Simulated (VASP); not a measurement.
Input:

```xyz
6
Lattice="-3.2897 3.2897 2.6444 3.2897 -3.2897 2.6444 3.2897 3.2897 -2.6444" Properties=species:S:1:pos:R:3 pbc="T T T"
Hf     1.0243     2.2653     0.0000
Hf     2.2653     1.0243     2.6444
Hf     4.3140     1.0243     0.0000
Hf    -1.0243     2.2653     2.6444
Ge     0.0000     0.0000     1.3222
Ge     0.0000     0.0000     3.9666
```

These are r2SCAN meta-GGA, VASP's PBE PAW potentials (set 64) (plane waves; VASP 6.6.1) values and carry that method's errors. Numerical set-up: 400 eV cut-off, 8×8×8 Γ-centred mesh, tetrahedra with Blöchl corrections, potentials Hf_pv Ge_d.

The cores are frozen, which limits the accuracy of field gradients.

Q: Give the principal components of the electric field gradient (V/Å²) and the asymmetry η at each nucleus.

A: 
| atom | Vxx | Vyy | Vzz | η |
|---|---|---|---|---|
| Hf1 | 23.2 | 7.5 | -30.7 | 0.51 |
| Hf2 | 23.2 | 7.5 | -30.7 | 0.51 |
| Hf3 | 23.2 | 7.5 | -30.7 | 0.51 |
| Hf4 | 23.2 | 7.5 | -30.7 | 0.51 |
| Ge5 | -61.3 | -61.3 | 122.7 | 0.00 |
| Ge6 | -61.3 | -61.3 | 122.7 | 0.00 |

The structure comes from a computed database's Hf2Ge entry (I4/mcm); how it stands against other phases isn't given here. It was relaxed first.
